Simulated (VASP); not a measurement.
# BeRu3 (I4/mmm) in VASP: reference runs

Reference runs on BeRu3: the cell as given and a disturbed copy.

Everything below comes from runs of VASP 6.6.1. Logs are shortened: lines on timing, memory, paths and dates and some standing lists are left out, and cuts for length are marked.

### 1 Starting point

The structure is tetragonal, space group I4/mmm (No. 139). Conventional cell: a = 3.612 Å, b = 3.612 Å, c = 7.907 Å, α = 90.00°, β = 90.00°, γ = 90.00°. Ru (site symmetry 4/mmm) is surrounded by 4 Be at 2.55 Å and 8 Ru at 2.68 Å. Ru (site symmetry -4m2) has 8 Ru at 2.55 to 2.68 Å and 4 Be at 2.68 Å as nearest neighbours. Around Be (site symmetry 4/mmm) lie 12 Ru at 2.55 to 2.68 Å.

The cell comes from a database or a generator and needn't be the stable form of this composition.

### 2 Single point, PBE

INCAR reads:

```
ALGO = Normal ; EDIFF = 1E-7
ENCUT = 520 ; GGA = PE
ISIF = 2 ; ISMEAR = -1
LASPH = T ; LCHARG = F
LREAL = F ; LWAVE = F
NBANDS = 30 ; NELM = 60
PREC = Accurate ; SIGMA = 0.05
```

KPOINTS reads:

```
k-points
0
Gamma
  10 10 10
```

POSCAR reads:

```
BeRu3
1.0
   -1.8057610000      1.8057610000      3.9533950000
    1.8057610000     -1.8057610000      3.9533950000
    1.8057610000      1.8057610000     -3.9533950000
Ru Be
3 1
Direct
    0.5000000000      0.5000000000      0.0000000000
    0.2500000000      0.7500000000      0.5000000000
    0.7500000000      0.2500000000      0.5000000000
    0.0000000000      0.0000000000      0.0000000000
```

Potentials or basis: VASP PAW PBE potentials, release 64 (Ru_pv, Be).

The run is started by

```bash
$ cat potpaw_PBE.64/Ru_pv/POTCAR potpaw_PBE.64/Be/POTCAR > POTCAR
$ mpirun -np 1 vasp_std > vasp.out
```

OUTCAR:

```text
EDIFF = 1E-7
   ENCUT = 520
   GGA = PE
   ISIF = 2
   ISMEAR = -1
   LASPH = T
   LREAL = F
   NELM = 60
   PREC = Accurate

 ion  position               nearest neighbor table
   1  0.500  0.500  0.000-   4 2.55   4 2.55   4 2.55   4 2.55   3 2.68   2 2.68   3 2.68   3 2.68
                             2 2.68   2 2.68   3 2.68   2 2.68
   2  0.250  0.750  0.500-   3 2.55   3 2.55   3 2.55   3 2.55   4 2.68   1 2.68   4 2.68   1 2.68
                             4 2.68   4 2.68   1 2.68   1 2.68
   3  0.750  0.250  0.500-   2 2.55   2 2.55   2 2.55   2 2.55   4 2.68   1 2.68   4 2.68   4 2.68
                             1 2.68   1 2.68   4 2.68   1 2.68
   4  0.000  0.000  0.000-   1 2.55   1 2.55   1 2.55   1 2.55   3 2.68   2 2.68   3 2.68   2 2.68
                             3 2.68   3 2.68   2 2.68   2 2.68

  LATTYP: Found a body centered tetragonal cell.
 ALAT       =     3.6115220000
 C/A-ratio  =     2.1893235041

  Lattice vectors:

 A1 = (  -1.8057610000,   1.8057610000,   3.9533950000)
 A2 = (   1.8057610000,  -1.8057610000,   3.9533950000)
 A3 = (   1.8057610000,   1.8057610000,  -3.9533950000)

Analysis of symmetry for initial positions (statically):
=====================================================================
 Subroutine PRICEL returns:
 Original cell was already a primitive cell.

 Routine SETGRP: Setting up the symmetry group for a
 body centered tetragonal supercell.

 Subroutine GETGRP returns: Found 16 space group operations
 (whereof 16 operations were pure point group operations)
 out of a pool of 16 trial point group operations.

The static configuration has the point symmetry D_4h.

Analysis of symmetry for dynamics (positions and initial velocities):
=====================================================================
 Subroutine PRICEL returns:
 Original cell was already a primitive cell.

 Routine SETGRP: Setting up the symmetry group for a
 body centered tetragonal supercell.

 Subroutine GETGRP returns: Found 16 space group operations
 (whereof 16 operations were pure point group operations)
 out of a pool of 16 trial point group operations.

The dynamic configuration has the point symmetry D_4h.

 Subroutine INISYM returns: Found 16 space group operations
 (whereof 16 operations are pure point group operations),
 and found     1 'primitive' translations

----------------------------------------------------------------------------------------

                                     Primitive cell

  volume of cell :      51.5645

  direct lattice vectors                    reciprocal lattice vectors
    -1.805761000  1.805761000  3.953395000     0.000000000  0.276891571  0.126473575
     1.805761000 -1.805761000  3.953395000     0.276891571  0.000000000  0.126473575
     1.805761000  1.805761000 -3.953395000     0.276891571  0.276891571  0.000000000

  length of vectors
     4.706471885  4.706471885  4.706471885     0.304408455  0.304408455  0.391583815

  position of ions in fractional coordinates (direct lattice)
     0.500000000  0.500000000  0.000000000
     0.250000000  0.750000000  0.500000000
     0.750000000  0.250000000  0.500000000
     0.000000000  0.000000000  0.000000000

  ion indices of the primitive-cell ions
   primitive index   ion index
                 1           1
                 2           2
                 3           3
                 4           4

----------------------------------------------------------------------------------------

 KPOINTS: k-points

Automatic generation of k-mesh.
 Grid dimensions read from file:
 generate k-points for:   10   10   10

 Generating k-lattice:

  Cartesian coordinates                     Fractional coordinates (reciprocal lattice)
     0.000000000  0.027689157  0.012647358     0.100000000  0.000000000  0.000000000
     0.027689157  0.000000000  0.012647358     0.000000000  0.100000000  0.000000000
     0.027689157  0.027689157  0.000000000     0.000000000  0.000000000  0.100000000

  Length of vectors
     0.030440845  0.030440845  0.039158381

  Shift w.r.t. Gamma in fractional coordinates (k-lattice)
     0.000000000  0.000000000  0.000000000

 Subroutine IBZKPT returns following result:
 ===========================================

 Found    102 irreducible k-points:

 Following reciprocal coordinates:
            Coordinates               Weight
  0.000000  0.000000  0.000000      1.000000
  0.100000  0.000000 -0.000000      8.000000
  0.200000  0.000000 -0.000000      8.000000
  0.300000  0.000000 -0.000000      8.000000
  0.400000  0.000000  0.000000      8.000000
  0.500000  0.000000 -0.000000      4.000000
[... 16 lines left out ...]
  0.300000  0.300000 -0.000000      8.000000
  0.400000  0.300000 -0.000000     16.000000
 [... further k-points ...]
   k-points           NKPTS =    102   k-points in BZ     NKDIM =    102   number of bands    NBANDS=     30
   number of dos      NEDOS =    301   number of ions     NIONS =      4
   total plane-waves  NPLWV =  46656
   dimension x,y,z NGX =    36 NGY =   36 NGZ =   36
   dimension x,y,z NGXF=    72 NGYF=   72 NGZF=   72
   ions per type =               3   1
   NGX,Y,Z   is equivalent  to a cutoff of  12.72, 12.72, 12.72 a.u.
   NGXF,Y,Z  is equivalent  to a cutoff of  25.43, 25.43, 25.43 a.u.
 SYSTEM =  unknown system
   PREC   = accura    normal or accurate (medium, high low for compatibility)
   ISTART =      0    job   : 0-new  1-cont  2-samecut
   ICHARG =      2    charge: 1-file 2-atom 10-const
   ISPIN  =      1    spin polarized calculation?
   LNONCOLLINEAR =      F non collinear calculations
   LSORBIT =      F    spin-orbit coupling
   LASPH  =      T    aspherical Exc in radial PAW
   ENCUT  =  520.0 eV  38.22 Ry    6.18 a.u.   8.75  8.75  8.75*2*pi/ulx,y,z
   NELM   =     60;   NELMIN=  2; NELMDL= -5     # of ELM steps
   EDIFF  = 0.1E-06   stopping-criterion for ELM
   LREAL  =      F    real-space projection
   EDIFFG = 0.1E-05   stopping-criterion for IOM
   NSW    =      0    number of steps for IOM
   IBRION =     -1    ionic relax: 0-MD 1-quasi-New 2-CG
   NFREE  =      0    steps in history (QN), initial steepest desc. (CG)
   ISIF   =      2    stress and relaxation
   ISYM   =      2    0-nonsym 1-usesym 2-fastsym
   POTIM  = 0.5000    time-step for ionic-motion
   TEBEG  =    0.0;   TEEND  =   0.0 temperature during run
   PSTRESS=    0.0 pullay stress
   NELECT =      44.0000    total number of electrons
   NUPDOWN=      -1.0000    fix difference up-down
   EMIN   =  10.00;   EMAX   =-10.00  energy-range for DOS
   EFERMI =   0.00;   METHOD = LEGACY
   ISMEAR =    -1;   SIGMA  =   0.05  broadening in eV -4-tet -1-fermi 0-gaus
   EFERMI_NEDOS =   21; number of points for ismear=-14 and -15
   IALGO  =     38    algorithm
   IMIX   =      4    mixing-type and parameters
     AMIX     =   0.40;   BMIX     =  1.00
     AMIX_MAG =   1.60;   BMIX_MAG =  1.00
  volume/ion in A,a.u.               =      12.89        86.99
  Fermi-wavevector in a.u.,A,eV,Ry     =   1.552776  2.934321 32.805188  2.411113
  Thomas-Fermi vector in A             =   2.657102
   LORBIT       =      0    0 simple, 1 ext, 2 COOP (PROOUT), +10 PAW based schemes
   GGA     = PE    functional components
   LHFCALC =     F    Hartree Fock is set to
   AEXX    =    0.0000 exact exchange contribution
   IVDW    =     0    specifies the selected vdW correction
   LEPSILON=     F    determine dielectric tensor
   LRPA    =     F    only Hartree local field effects (RPA)
 non-spin polarized calculation
  energy-cutoff  :      520.00
  volume of cell :       51.56
 maximum number of plane-waves:      1422
   NGX = 17   NGY = 17   NGZ = 17

 number of electron      44.0000007 magnetization

 Free energy of the ion-electron system (eV)
  ---------------------------------------------------
  ext. energy  EPLUGINS =         0.00000000
  ---------------------------------------------------
  free energy    TOTEN  =       -31.07533838 eV

  energy without entropy =      -31.04358601  energy(sigma->0) =      -31.05946220

 E-fermi :  10.8922     XC(G=0): -13.1685

 val. band max:       10.8910629905   @ k =  -0.3000   0.3000   0.0000
 cond. band min:      10.8960756710   @ k =   0.3000   0.1000   0.1000
 fundamental gap:      0.0050126806
 Fermi energy:        10.8922418447

 k-point     1 :       0.0000    0.0000    0.0000
  band No.  band energies     occupation
      1     -32.2999      2.00000
      2     -32.2999      2.00000
      3     -32.2844      2.00000
      4     -31.7552      2.00000
      5     -31.7224      2.00000
      6     -31.7224      2.00000
[... 22 lines left out ...]
     29      19.3084      0.00000
     30      20.5779      0.00000

 k-point     2 :       0.1000    0.0000   -0.0000
  band No.  band energies     occupation
      1     -32.3218      2.00000
      2     -32.2833      2.00000
      3     -32.2346      2.00000
      4     -31.8028      2.00000
      5     -31.7270      2.00000
      6     -31.6814      2.00000
[... 22 lines left out ...]
     29      19.3196      0.00000
     30      19.7487      0.00000

 k-point     3 :       0.2000    0.0000   -0.0000
  band No.  band energies     occupation
      1     -32.3149      2.00000
      2     -32.2349      2.00000
      3     -32.1635      2.00000
      4     -31.8548      2.00000
      5     -31.7443      2.00000
      6     -31.6575      2.00000
[... 22 lines left out ...]
     29      17.6834      0.00000
     30      20.2048      0.00000

 k-point     4 :       0.3000    0.0000   -0.0000
  band No.  band energies     occupation
      1     -32.2727      2.00000
      2     -32.1598      2.00000
      3     -32.0977      2.00000
      4     -31.8814      2.00000
      5     -31.7845      2.00000
      6     -31.7219      2.00000
[... 616 lines left out ...]
     29      17.0422      0.00000
     30      20.2603      0.00000

 k-point    23 :       0.3000    0.3000   -0.0000
  band No.  band energies     occupation
      1     -32.4308      2.00000
      2     -32.2279      2.00000
      3     -32.0125      2.00000
      4     -31.9228      2.00000
      5     -31.7665      2.00000
      6     -31.6852      2.00000
[... 22 lines left out ...]
     29      18.4071      0.00000
     30      20.2339      0.00000

 k-point    24 :       0.4000    0.3000   -0.0000
  band No.  band energies     occupation
      1     -32.4281      2.00000
      2     -32.3249      2.00000
      3     -32.0359      2.00000
      4     -31.9056      2.00000
      5     -31.7069      2.00000
      6     -31.6686      2.00000
[... 22 lines left out ...]
     29      18.4674      0.00000
     30      19.8204      0.00000

 [... further k-points ...]
[... 5 lines left out ...]
  --------------------------------------------------------------------------------------
  -------------------------------------------------------------------------------------
  Total       -0.7632008     -0.7632008     -0.5695473      0.0000000      0.0000000      0.0000000
  in kB      -23.7136626    -23.7136626    -17.6965913      0.0000000      0.0000000      0.0000000
  external PRESSURE =     -21.7079721 kB  Pullay stress =       0.0000000 kB

 VOLUME and BASIS-vectors are now :
 -----------------------------------------------------------------------------
  energy-cutoff  :      520.00
  volume of cell :       51.56
      direct lattice vectors                 reciprocal lattice vectors
    -1.805761000  1.805761000  3.953395000     0.000000000  0.276891571  0.126473575
     1.805761000 -1.805761000  3.953395000     0.276891571  0.000000000  0.126473575
     1.805761000  1.805761000 -3.953395000     0.276891571  0.276891571  0.000000000

 POSITION                                       TOTAL-FORCE (eV/Angst)
 -----------------------------------------------------------------------------------
      0.00000      0.00000      3.95339         0.000000      0.000000     -0.000000
      1.80576      0.00000      1.97670         0.000000     -0.000000      0.000000
      0.00000      1.80576      1.97670        -0.000000      0.000000     -0.000000
      0.00000      0.00000      0.00000         0.000000      0.000000     -0.000000
 -----------------------------------------------------------------------------------
    total drift:                               -0.000000      0.000000     -0.000000

  FREE ENERGIE OF THE ION-ELECTRON SYSTEM (eV)
  ---------------------------------------------------
  free  energy   TOTEN  =       -31.0753383780 eV

  energy  without entropy=      -31.0435860131  energy(sigma->0) =      -31.05946220
```

It took 2.8 min on 1 thread of Intel Xeon Platinum 8488C (Sapphire Rapids), shared host; peak memory 0.29 GiB.

What came out:

```
Free energy            : -31.0753 eV
Pressure               : -2.2 GPa
Band gap on the k mesh : none (metal or under the smearing width)
```

Stress tensor (GPa, compression positive):
```
-2.37  0.00  0.00
 0.00 -2.37  0.00
 0.00  0.00 -1.77
```

### 3 Single point, PBE (atoms moved at random, drawn with an rms of 0.05 Å)

INCAR reads:

```
SYSTEM = BeRu3
  PREC = Accurate
  ENCUT = 520
  EDIFF = 1E-7
  ISMEAR = -1
  SIGMA = 0.05
  LREAL = .False.
  LASPH = .True.
  NELM = 100
  ALGO = Normal
  ISIF = 2
  LWAVE = .False.
  LCHARG = .True.
  GGA = PE
  LELF = .True.
  LVHAR = .True.
  NBANDS = 30
```

KPOINTS reads:

```
regular mesh
0
Gamma
  10 10 10
  0 0 0
```

POSCAR reads:

```
BeRu3
1.0
   -1.8057610000      1.8057610000      3.9533950000
    1.8057610000     -1.8057610000      3.9533950000
    1.8057610000      1.8057610000     -3.9533950000
Ru Be
3 1
Direct
    0.4955140000      0.4953800000     -0.0097780000
    0.2532130000      0.7673220000      0.5018980000
    0.7565020000      0.2361990000      0.4949890000
   -0.0186250000     -0.0166520000     -0.0162140000
```

Potentials or basis: VASP PAW PBE potentials, release 64 (Ru_pv, Be).

The run is started by

```bash
$ cat potpaw_PBE.64/Ru_pv/POTCAR potpaw_PBE.64/Be/POTCAR > POTCAR
$ mpirun -np 1 vasp_std > vasp.out
```

Wall time 14 min (1 thread of Intel Xeon Platinum 8488C (Sapphire Rapids), shared host); peak memory 0.69 GiB.

It converged, with:

```
Free energy            : -30.9925 eV
Pressure               : -1.1 GPa
Largest force          : 1.183 eV/Å
Band gap on the k mesh : none (metal or under the smearing width)
```

Forces in eV/Å, atoms in the order of the input:
```
Ru   0.037  0.040  0.297
Ru  -0.633  0.352 -0.935
Ru   0.593 -0.456  0.268
Be   0.003  0.064  0.370
```

Stress tensor (GPa, compression positive):
```
 0.48 -0.53  1.38
-0.53 -2.56  0.93
 1.38  0.93 -1.16
```

Levels at points of the mesh, in eV from the Fermi level:
| k point | band 18 | band 19 | band 20 | band 21 | band 22 | band 23 | band 24 | band 25 | band 26 | band 27 |
| --- | --- | --- | --- | --- | --- | --- | --- | --- | --- | --- |
| (0.00, 0.00, 0.00) | -2.45 | -0.80 | -0.65 | -0.28 | 0.64 | 0.81 | 1.00 | 1.46 | 3.16 | 5.70 |
| (0.50, 0.00, 0.00) | -2.17 | -1.83 | -1.58 | -0.83 | -0.51 | -0.32 | -0.23 | 1.55 | 1.90 | 4.16 |
| (0.00, 0.50, 0.00) | -2.36 | -2.20 | -1.49 | -0.83 | -0.49 | -0.31 | -0.18 | 1.29 | 2.07 | 3.89 |
| (0.00, 0.50, 0.50) | -2.00 | -1.90 | -1.62 | -1.05 | -0.75 | -0.52 | -0.22 | 1.55 | 1.87 | 3.90 |
| (0.50, 0.00, 0.50) | -2.22 | -2.15 | -1.67 | -0.95 | -0.77 | -0.62 | -0.36 | 1.30 | 2.02 | 3.53 |
| (0.50, 0.50, 0.00) | -1.45 | -1.22 | -0.75 | -0.52 | -0.28 | 0.23 | 0.46 | 1.30 | 1.62 | 1.97 |
| (0.00, 0.00, 0.50) | -1.45 | -1.16 | -0.76 | -0.57 | -0.30 | 0.27 | 0.50 | 1.27 | 1.62 | 2.01 |
| (0.50, 0.50, 0.50) | -1.32 | -0.41 | -0.30 | -0.29 | 1.25 | 1.33 | 1.41 | 1.96 | 2.34 | 2.43 |
